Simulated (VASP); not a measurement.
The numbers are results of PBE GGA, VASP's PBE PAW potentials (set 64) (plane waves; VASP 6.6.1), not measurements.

VASP ran on this input.

### KPOINTS
```
K-points
0
gamma
  10 10 10
0.5 0.5 0.5
```

INCAR:
```
# general
SYSTEM   =  Si2W
PREC     =  Accurate
ENCUT    =  300
LREAL    =  .FALSE.
LASPH    =  .TRUE.

# electronic loop
EDIFF    =  1E-6
NELM     =  100
ALGO     =  Normal
LMAXMIX  =  6

# smearing
ISMEAR   =  0
SIGMA    =  0.272

# functional
GGA      =  PE

# ions
IBRION   =  2
NSW      =  50
ISIF     =  3
EDIFFG   =  -0.01
PSTRESS  =  20

# output
LWAVE    =  .FALSE.
LCHARG   =  .FALSE.
```

**POSCAR**
```
Si2W
1.0
 -1.6073650000   1.6073650000   3.9010300000
  1.6073650000  -1.6073650000   3.9010300000
  1.6073650000   1.6073650000  -3.9010300000
Si W
2 1
Cart
 -0.0000000000   0.0000000000   2.6136120794
  0.0000000000  -0.0000000000   5.1884479206
  0.0000000000   0.0000000000   0.0000000000
```

POTCAR, in this order: Si W_sv (PBE.64 set). Program: vasp_std.

Output of the run:

File OUTCAR:
```
 ion  position               nearest neighbor table
   1  0.335  0.335  0.000-   2 2.57   3 2.61   3 2.61   3 2.61   3 2.61   3 2.61   2 2.63   2 2.63
                             2 2.63   2 2.63
   2  0.665  0.665  0.000-   1 2.57   3 2.61   3 2.61   3 2.61   3 2.61   3 2.61   1 2.63   1 2.63
                             1 2.63   1 2.63
   3  0.000  0.000  0.000-   1 2.61   2 2.61   2 2.61   2 2.61   2 2.61   1 2.61   1 2.61   1 2.61
                             1 2.61   2 2.61
  LATTYP: Found a body centered tetragonal cell.
 ALAT       =     3.2147300000
 C/A-ratio  =     2.4269720941
 Subroutine PRICEL returns:
 Original cell was already a primitive cell.
 Subroutine GETGRP returns: Found 16 space group operations
The static configuration has the point symmetry D_4h.
The dynamic configuration has the point symmetry D_4h.
 Subroutine INISYM returns: Found 16 space group operations
 Subroutine IBZKPT returns following result:
 Found     99 irreducible k-points:

 Following reciprocal coordinates:
            Coordinates               Weight
  0.050000  0.050000  0.050000      8.000000
  0.150000  0.050000  0.050000     16.000000
  0.250000  0.050000  0.050000     16.000000
  0.350000  0.050000  0.050000     16.000000
  0.450000  0.050000  0.050000      8.000000
 -0.050000  0.050000  0.050000      4.000000
  0.150000  0.150000  0.050000      8.000000
  0.250000  0.150000  0.050000     16.000000
  0.350000  0.150000  0.050000     16.000000
  0.450000  0.150000  0.050000     16.000000
 -0.450000  0.150000  0.050000     16.000000
 -0.350000  0.150000  0.050000     16.000000
 -0.250000  0.150000  0.050000      8.000000
 -0.150000  0.150000  0.050000      8.000000
 -0.050000  0.150000  0.050000      8.000000
  0.250000  0.250000  0.050000      8.000000
  0.350000  0.250000  0.050000     16.000000
  0.450000  0.250000  0.050000     16.000000
 -0.450000  0.250000  0.050000     16.000000
...
```

### OSZICAR
```
       N       E                     dE             d eps       ncg     rms          rms(c)
DAV:   1     0.864527983451E+02    0.86453E+02   -0.82444E+03  2985   0.100E+03
DAV:   2    -0.229545238707E+02   -0.10941E+03   -0.10787E+03  3474   0.276E+02
DAV:   3    -0.256360514490E+02   -0.26815E+01   -0.25614E+01  3915   0.399E+01
DAV:   4    -0.256540651221E+02   -0.18014E-01   -0.18008E-01  3467   0.371E+00
DAV:   5    -0.256542542703E+02   -0.18915E-03   -0.18914E-03  3915   0.366E-01    0.256E+01
DAV:   6    -0.248936255945E+02    0.76063E+00   -0.45525E+00  3537   0.158E+01    0.885E+00
DAV:   7    -0.248128132943E+02    0.80812E-01   -0.29466E-01  3334   0.321E+00    0.465E+00
DAV:   8    -0.247904305382E+02    0.22383E-01   -0.45517E-02  3796   0.188E+00    0.309E-01
DAV:   9    -0.247900520153E+02    0.37852E-03   -0.12139E-03  3586   0.276E-01    0.180E-01
DAV:  10    -0.247899787953E+02    0.73220E-04   -0.29849E-04  3677   0.170E-01    0.338E-02
DAV:  11    -0.247899725094E+02    0.62859E-05   -0.34869E-05  3754   0.474E-02    0.139E-02
DAV:  12    -0.247899725525E+02   -0.43057E-07   -0.14187E-06  2417   0.827E-03
   1 F= -.24286718E+02 E0= -.24280418E+02  d E =-.242867E+02
       N       E                     dE             d eps       ncg     rms          rms(c)
DAV:   1    -0.248883751171E+02   -0.98403E-01   -0.21214E+00  3362   0.178E+01    0.364E+00
DAV:   2    -0.248077120305E+02    0.80663E-01   -0.54960E-01  3342   0.598E+00    0.593E-01
DAV:   3    -0.247991627416E+02    0.85493E-02   -0.27808E-02  3411   0.105E+00    0.313E-01
DAV:   4    -0.247967711324E+02    0.23916E-02   -0.50215E-03  3558   0.648E-01    0.203E-01
DAV:   5    -0.247967200487E+02    0.51084E-04   -0.51903E-04  3691   0.215E-01    0.137E-01
DAV:   6    -0.247966988568E+02    0.21192E-04   -0.13238E-04  3509   0.753E-02    0.449E-03
DAV:   7    -0.247966995797E+02   -0.72284E-06   -0.30911E-06  3382   0.126E-02
   2 F= -.24282871E+02 E0= -.24275682E+02  d E =0.384682E-02
       N       E                     dE             d eps       ncg     rms          rms(c)
DAV:   1    -0.248298311295E+02   -0.33132E-01   -0.77509E-01  3362   0.107E+01    0.225E+00
DAV:   2    -0.248005720077E+02    0.29259E-01   -0.17875E-01  3356   0.352E+00    0.360E-01
DAV:   3    -0.247976645539E+02    0.29075E-02   -0.78041E-03  3383   0.590E-01    0.191E-01
DAV:   4    -0.247967778263E+02    0.88673E-03   -0.17751E-03  3558   0.395E-01    0.138E-01
DAV:   5    -0.247967694924E+02    0.83339E-05   -0.15639E-04  3691   0.120E-01    0.783E-02
DAV:   6    -0.247967670116E+02    0.24808E-05   -0.42893E-05  3488   0.419E-02    0.289E-03
DAV:   7    -0.247967667391E+02    0.27243E-06   -0.89317E-07  2031   0.801E-03
   3 F= -.24289420E+02 E0= -.24282803E+02  d E =-.270209E-02
       N       E                     dE             d eps       ncg     rms          rms(c)
DAV:   1    -0.247972308578E+02   -0.46385E-03   -0.37507E-02  3222   0.215E+00    0.342E-01
DAV:   2    -0.247961982292E+02    0.10326E-02   -0.39180E-03  3593   0.565E-01    0.801E-02
DAV:   3    -0.247960222237E+02    0.17601E-03   -0.30073E-04  3586   0.131E-01    0.447E-02
DAV:   4    -0.247959837273E+02    0.38496E-04   -0.90354E-05  3789   0.855E-02    0.330E-02
DAV:   5    -0.247959840013E+02   -0.27399E-06   -0.68958E-06  3411   0.213E-02
   4 F= -.24289674E+02 E0= -.24282956E+02  d E =-.253527E-03
       N       E                     dE             d eps       ncg     rms          rms(c)
DAV:   1    -0.247962130076E+02   -0.22928E-03   -0.11182E-03  3250   0.372E-01    0.597E-02
DAV:   2    -0.247961824338E+02    0.30574E-04   -0.11526E-04  3586   0.972E-02    0.141E-02
DAV:   3    -0.247961769808E+02    0.54530E-05   -0.89965E-06  3593   0.226E-02    0.767E-03
DAV:   4    -0.247961755854E+02    0.13954E-05   -0.25820E-06  2485   0.147E-02    0.566E-03
DAV:   5    -0.247961753243E+02    0.26115E-06   -0.35795E-07  1562   0.551E-03
   5 F= -.24289686E+02 E0= -.24282985E+02  d E =-.266179E-03
       N       E                     dE             d eps       ncg     rms          rms(c)
DAV:   1    -0.247962818192E+02   -0.10623E-03   -0.21006E-03  3418   0.402E-01    0.393E-02
DAV:   2    -0.247962530058E+02    0.28813E-04   -0.72775E-05  3523   0.695E-02    0.176E-02
DAV:   3    -0.247962446484E+02    0.83574E-05   -0.25213E-05  3796   0.377E-02    0.479E-03
DAV:   4    -0.247962445454E+02    0.10296E-06   -0.12789E-06  2421   0.822E-03
   6 F= -.24289710E+02 E0= -.24283006E+02  d E =-.235504E-04
```

File OUTCAR:
```
------------------------ aborting loop because EDIFF is reached ----------------------------------------
  FORCE on cell =-STRESS in cart. coord.  units (eV):
  Direction    XX          YY          ZZ          XY          YZ          ZX
  --------------------------------------------------------------------------------------
  Total        0.5070868      0.5070868      0.5053012      0.0000000      0.0000000     -0.0000000
  in kB       20.0217978     20.0217978     19.9512958      0.0000000      0.0000000     -0.0000000
  external PRESSURE =      -0.0017029 kB  Pullay stress =      20.0000000 kB
  volume of cell :       40.58
      direct lattice vectors                 reciprocal lattice vectors
    -1.608224004  1.608224004  3.922263256     0.000000000  0.310901963  0.127477420
     1.608224004 -1.608224004  3.922263256     0.310901963  0.000000000  0.127477420
     1.608224004  1.608224004 -3.922263256     0.310901963  0.310901963  0.000000000
 POSITION                                       TOTAL-FORCE (eV/Angst)
 -----------------------------------------------------------------------------------
      0.00000      0.00000      2.62228        -0.000000     -0.000000      0.002302
      1.60822      1.60822      1.29998         0.000000      0.000000     -0.002302
      0.00000      0.00000      0.00000        -0.000000     -0.000000      0.000000
 -----------------------------------------------------------------------------------
    total drift:                                0.000000     -0.000000     -0.000000
  FREE ENERGIE OF THE ION-ELECTRON SYSTEM (eV)
  ---------------------------------------------------
  free  energy   TOTEN  =       -24.7962445454 eV

  energy  without entropy=      -24.7828374453  energy(sigma->0) =      -24.78954100
  enthalpy is  TOTEN    =       -24.2897098194 eV   P V=        0.5065347260

 reached required accuracy - stopping structural energy minimisation
```
(Selected blocks of OUTCAR.)

### CONTCAR
```
Si2W
   1.00000000000000
    -1.6082240042937685    1.6082240042937685    3.9222632559703823
     1.6082240042937685   -1.6082240042937685    3.9222632559703823
     1.6082240042937685    1.6082240042937685   -3.9222632559703823
  Si              W
     2     1
Direct
     0.3342815454036012    0.3342815454036012    0.0000000000000000
     0.6657184545963988    0.6657184545963988    1.0000000000000000
     0.0000000000000000    0.0000000000000000    0.0000000000000000
```

At this cut-off the stress carries a Pulay error, which pulls relaxed volumes low.

The structure comes from a computed database's Si2W entry; how it stands against other phases isn't given here. This run relaxes it under an external pressure of 2 GPa. Symmetry was kept, so distortions that lower it aren't found. The run is one of a series of settings (EDIFFG = -0.01, IBRION = 2, ISIF = 3, NSW = 50, PSTRESS = 20 against the base run), some of them coarse on purpose.
